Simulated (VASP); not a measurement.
Here is the system:

```
Ge
1.0
    0.00000     2.80833     2.80833
    2.80833     0.00000     2.80833
    2.80833     2.80833     0.00000
Ge
2
Direct
  0.00000   0.00000   0.00000
  0.25000   0.25000   0.25000
```

Computed with PBE GGA with D3 dispersion (zero damping), VASP's PBE PAW potentials (set 64) (plane waves; VASP). Run with 520 eV cut-off, 11×11×11 Γ-centred mesh, first-order Methfessel-Paxton smearing of 0.10 eV, potentials Ge_d.

Q: Predict the energy per atom (σ→0), pressure, band gap (on the k-mesh) with the smallest direct gap where there is one.

A: 
```json
{
  "band gap (on the k-mesh)": "0.24 eV",
  "smallest direct gap (on the k-mesh)": "0.24 eV",
  "energy per atom (σ→0)": "-4.664 eV/atom",
  "pressure": "4.43 GPa"
}
```

Only differences to runs with the same potentials and settings are physical.

The compound is Ge in the diamond structure. This cell is one point of a volume scan, at 0.94 of the reference volume.
